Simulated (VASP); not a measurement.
All values below come from PBEsol GGA, VASP's PBE PAW potentials (set 64) (plane waves; VASP).

VASP ran on this input.

### POSCAR
```
Pb
1.0
  0.0000000000   2.3960816443   2.3960816443
  2.3960816443   0.0000000000   2.3960816443
  2.3960816443   2.3960816443   0.0000000000
Pb
1
Cart
  0.0000000000   0.0000000000   0.0000000000
```

### KPOINTS
```
Automatic
0
G
 13 13 13
```

**INCAR**
```
PSTRESS  =  100
ENCUT  =  500   # plane-wave cut-off (eV)
LWAVE  =  F
LREAL  =  F   # projection in real space or not
PREC  =  Accurate
SYSTEM  =  Pb
SIGMA  =  0.1
ISMEAR  =  1   # Methfessel-Paxton
EDIFF  =  1E-6
ALGO  =  Normal   # blocked Davidson
EDIFFG  =  -0.02   # ionic stop
NELM  =  100
NSW  =  40   # most ionic steps
LASPH  =  T   # aspherical one-centre terms
LCHARG  =  F
IBRION  =  2   # conjugate gradients
ISIF  =  3   # ions, shape and volume
GGA  =  PS   # PBEsol
LMAXMIX  =  4   # l cut-off of mixed one-centre charges
```

POTCAR, in this order: Pb_d (PBE.64 set). Program: vasp_std.

### Question
What will the output report for the number of irreducible k-points (NKPTS), largest plane-wave count, number of space-group operations, FFT grid (NGX, NGY, NGZ)?

### Answer

```json
{
  "number of irreducible k-points (NKPTS)": "84",
  "largest_plane_wave_count": "725",
  "number_of_space_group_operations": "48",
  "FFT grid (NGX, NGY, NGZ)": "28 × 28 × 28"
}
```

The compound is Pb in the fcc structure. This run relaxes it under an external pressure of 10 GPa. Symmetry was kept, so distortions that lower it aren't found.
